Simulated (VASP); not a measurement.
AlAs (space group F-43m): the band gap from VASP (plane waves, PAW) at several levels of theory. Gaps are without spin-orbit coupling. Each level names its cell: its own relaxed one, PBE's, or the starting one. A gap is the smallest over the k-mesh and a band path; hybrids may have named points in place of the path, and GW has the mesh alone.  mBJ is a potential without an energy functional, so only the levels count. The mesh is coarse and the basis finite, so the quasiparticle values are not converged.

```tsv
level	band gap (eV)
LDA (own cell)	1.32
mBJ (TB09) (PBE cell)	2.23
G0W0@PBE (starting cell)	1.95
```

The cell of the LDA (own cell) run:

```cif
data_AlAs
_chemical_formula_sum 'Al1 As1'
_space_group_name_H-M_alt 'P 1'
_space_group_IT_number 1
_cell_length_a 3.98628
_cell_length_b 3.98628
_cell_length_c 3.98628
_cell_angle_alpha 60.000
_cell_angle_beta 60.000
_cell_angle_gamma 60.000
loop_
_space_group_symop_operation_xyz
  'x, y, z'
loop_
_atom_site_label
_atom_site_type_symbol
_atom_site_fract_x
_atom_site_fract_y
_atom_site_fract_z
_atom_site_occupancy
Al1 Al 0.00000 0.00000 0.00000 1
As1 As 0.75000 0.75000 0.75000 1
```

Only levels that ran to the end are used. Left out are those held back, those with too coarse a band path, GW runs whose mesh misses a band edge, hybrids' fits of cells that aren't cubic and levels without matching references; a question may draw on a part of the rest.

The structure comes from a computed database's AlAs entry (F-43m); how it stands against other phases isn't given here.
